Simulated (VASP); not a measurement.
Consider the following.

```xyz
2
Lattice="2.9388 0.0000 0.0000 0.0000 2.9388 0.0000 0.0000 0.0000 2.9388" Properties=species:S:1:pos:R:3 pbc="T T T"
V      0.0000     0.0000     0.0000
Si     1.4694     1.4694     1.4694
```

Level of theory: PBEsol GGA, VASP's PBE PAW potentials (set 64) (plane waves; VASP). Settings: 400 eV cut-off, Gaussian smearing of 0.050 eV, potentials V_sv Si.

**Question.** What does the run give for the band gap (along the path) with the smallest direct gap where there is one?

**Answer.** 
```
Quantity                                                     Result
-------------------------  ----------------------------------------
band gap (along the path)  none (metal, semimetal or under 0.01 eV)
```

The absolute energy has meaning only against runs of the same code, potentials and settings.

The structure was generated: VSi was put into the CsCl type (Pm-3m), which need not be its known phase. It was relaxed first. The run is not spin-polarised, so no magnetic state was tried. The electron count is odd and the run is not spin-polarised, which forces a metal.
